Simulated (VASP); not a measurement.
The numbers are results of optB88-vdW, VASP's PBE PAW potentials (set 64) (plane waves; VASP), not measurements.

A VASP calculation is set up with these files.

KPOINTS:
```
k-points along high-symmetry lines
10
Line-mode
Reciprocal
  0.000000   0.000000   0.000000 ! GAMMA
  0.500000   0.000000   0.000000 ! M

  0.500000   0.000000   0.000000 ! M
  0.333333   0.333333   0.000000 ! K

  0.333333   0.333333   0.000000 ! K
  0.000000   0.000000   0.000000 ! GAMMA

  0.000000   0.000000   0.000000 ! GAMMA
  0.000000   0.000000   0.500000 ! A

  0.000000   0.000000   0.500000 ! A
  0.500000   0.000000   0.500000 ! L

  0.500000   0.000000   0.500000 ! L
  0.333333   0.333333   0.500000 ! H

  0.333333   0.333333   0.500000 ! H
  0.000000   0.000000   0.500000 ! A

  0.500000   0.000000   0.500000 ! L
  0.500000   0.000000   0.000000 ! M

  0.333333   0.333333   0.500000 ! H
  0.333333   0.333333   0.000000 ! K
```

File POSCAR:
```
La2O3
1
    1.9696642784    -3.4115585132     0.0000000000
    1.9696642784     3.4115585132     0.0000000000
    0.0000000000     0.0000000000     6.1178441380
La O
2 3
Direct
  0.3333330000   0.6666670000   0.2455392232
  0.6666670000   0.3333330000   0.7544607768
  0.0000000000   0.0000000000   0.0000000000
  0.3333330000   0.6666670000   0.6462670882
  0.6666670000   0.3333330000   0.3537329118
```

INCAR:
```
# general
SYSTEM   = La2O3
PREC     = Accurate
ENCUT    = 520
LREAL    = F
LASPH    = T
ICHARG   = 11

# electronic loop
EDIFF    = 1E-7
NELM     = 100
ALGO     = Normal
LMAXMIX  = 6

# smearing
ISMEAR   = 0
SIGMA    = 0.05

# functional
GGA      = BO
LUSE_VDW = T
AGGAC    = 0.0
PARAM1   = 0.1833333333
PARAM2   = 0.22

# output
LWAVE    = F
LCHARG   = F
LORBIT   = 11
```

POTCAR, in this order: La O (PBE.64 set). Program: vasp_std. Read from the step before: CHGCAR.

What VASP printed:

OSZICAR:
```
       N       E                     dE             d eps       ncg     rms          rms(c)
DAV:   1     0.441946774966E+03    0.44195E+03   -0.15900E+04  4400   0.258E+03
DAV:   2     0.754290079722E+02   -0.36652E+03   -0.36131E+03  6384   0.398E+02
DAV:   3    -0.184133115166E+02   -0.93842E+02   -0.92860E+02  8344   0.209E+02
DAV:   4    -0.324948144402E+02   -0.14082E+02   -0.14073E+02  7904   0.772E+01
DAV:   5    -0.331973741175E+02   -0.70256E+00   -0.70229E+00  7800   0.191E+01
DAV:   6    -0.332529935450E+02   -0.55619E-01   -0.55617E-01  7888   0.476E+00
DAV:   7    -0.332561487151E+02   -0.31552E-02   -0.31551E-02  8008   0.132E+00
DAV:   8    -0.332563755882E+02   -0.22687E-03   -0.22687E-03  7800   0.344E-01
DAV:   9    -0.332563932151E+02   -0.17627E-04   -0.17627E-04  8008   0.941E-02
DAV:  10    -0.332563948000E+02   -0.15849E-05   -0.15849E-05  7720   0.257E-02
DAV:  11    -0.332563949334E+02   -0.13344E-06   -0.13347E-06  6216   0.763E-03
DAV:  12    -0.332563949434E+02   -0.10003E-07   -0.99644E-08  4512   0.264E-03
   1 F= -.33256395E+02 E0= -.33256395E+02  d E =-.857037E-18
```

OUTCAR:
```
 val. band max:        5.7429006548   @ k =   0.5000   0.0000   0.5000

 cond. band min:       9.5980788430   @ k =   0.3333   0.3333   0.0000



 k-point     1 :       0.0000    0.0000    0.0000
  band No.  band energies     occupation
      1     -24.1174      2.00000
      2     -23.8849      2.00000
      3     -11.0738      2.00000
      4      -9.8079      2.00000
      5      -9.4045      2.00000
      6      -7.5282      2.00000
      7      -7.5281      2.00000
      8      -7.3032      2.00000
      9      -7.3032      2.00000
     10      -7.2178      2.00000
     11      -6.4524      2.00000
     12       3.4262      2.00000
     13       3.4262      2.00000
     14       3.6209      2.00000
     15       3.6209      2.00000
     16       3.7259      2.00000
     17       4.1198      2.00000
     18       5.3674      2.00000
     19       5.3674      2.00000
     20       5.6376      2.00000
     21       9.9788      0.00000
     22      10.3194      0.00000
     23      10.3194      0.00000
     24      10.8886      0.00000

 k-point     2 :       0.0556    0.0000    0.0000
  band No.  band energies     occupation
      1     -24.1123      2.00000
      2     -23.8828      2.00000
      3     -11.0715      2.00000
      4      -9.8713      2.00000
      5      -9.4557      2.00000
      6      -7.5411      2.00000
      7      -7.4762      2.00000
      8      -7.3067      2.00000
      9      -7.2568      2.00000
     10      -7.2246      2.00000
     11      -6.4569      2.00000
     12       3.4604      2.00000
     13       3.4639      2.00000
     14       3.5394      2.00000
     15       3.6395      2.00000
     16       3.7377      2.00000
     17       4.2364      2.00000
     18       5.3207      2.00000
     19       5.3642      2.00000
     20       5.6228      2.00000
     21      10.0183      0.00000
     22      10.3196      0.00000
     23      10.3395      0.00000
     24      10.9201      0.00000

...
```

The density is held fixed in this step, so its total energy and stress have no physical meaning.

The compound is La2O3 in the a-type structure. It was relaxed first.
